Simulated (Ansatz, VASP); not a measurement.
# LaRu3 in VASP and in Ansatz

The input INCAR:

```
SYSTEM = LaRu3
  ALGO = Normal
  EDIFF = 1E-6
  ENCUT = 520
  GGA = PS
  ISIF = 2
  ISMEAR = 0
  LASPH = .True.
  LCHARG = .False.
  LREAL = .False.
  LWAVE = .False.
  NBANDS = 34
  NELM = 100
  PREC = Accurate
  SIGMA = 0.05
```

The input KPOINTS:

```
k-points
0
Gamma
  8 8 8
  0 0 0
```

File POSCAR:

```
LaRu3
1.0
    0.0000000000      3.2255245085      3.2255245085
    3.2255245085      0.0000000000      3.2255245085
    3.2255245085      3.2255245085      0.0000000000
La Ru
1 3
Direct
    0.0000000000      0.0000000000      0.0000000000
    0.5000000000      0.5000000000      0.5000000000
    0.2500000000      0.2500000000      0.2500000000
    0.7500000000      0.7500000000      0.7500000000
```

Input for Ansatz:

```yaml
crystal:
  lattice:
    - [0.0, 3.2255245085, 3.2255245085]
    - [3.2255245085, 0.0, 3.2255245085]
    - [3.2255245085, 3.2255245085, 0.0]
  atoms:
    - { symbol: La, position: [0.0, 0.0, 0.0] }
    - { symbol: Ru, position: [0.5, 0.5, 0.5] }
    - { symbol: Ru, position: [0.25, 0.25, 0.25] }
    - { symbol: Ru, position: [0.75, 0.75, 0.75] }
basis:
  ecutwfc: 420
  ecutrho_ratio: 4
kpoints:
  mp_grid: { grid: [8, 8, 8] }
hamiltonian:
  xc: pbesol
scf:
  occupations: { method: gaussian, width: 0.05 }
output:
  forces: true
  stress: true
  eigenvalues: true
```

Alike in both runs: task single point; functional PBEsol; k mesh 8 × 8 × 8; occupations gaussian, width 0.05 eV; no spin polarisation.

```csv
,VASP,Ansatz
version,VASP 6.6.1,Ansatz 0.2.0
potentials or method,"VASP PAW PBE potentials, release 64 (La, Ru_pv)","scalar-relativistic, plane waves, PAW"
plane-wave cutoff (eV),520,420
valence electrons in the cell,53,59
```

Ansatz gave:

- gap on the k mesh at the Fermi level (eV): none
- pressure (GPa): -0.8

Which values does VASP return?

gap on the k mesh at the Fermi level (eV): none; pressure (GPa): -0.7.

A gap of «none» marks a metal or a gap that the smearing closes. The functional is the same, so the differences come from potentials, cutoffs and numerics. The two sets of potentials don't hold the same shells in valence.

Caveats: the PAW data sets were made with another functional, which shifts forces and pressure a little (VASP). The runs have no spin-orbit coupling, so splittings on La are missing.
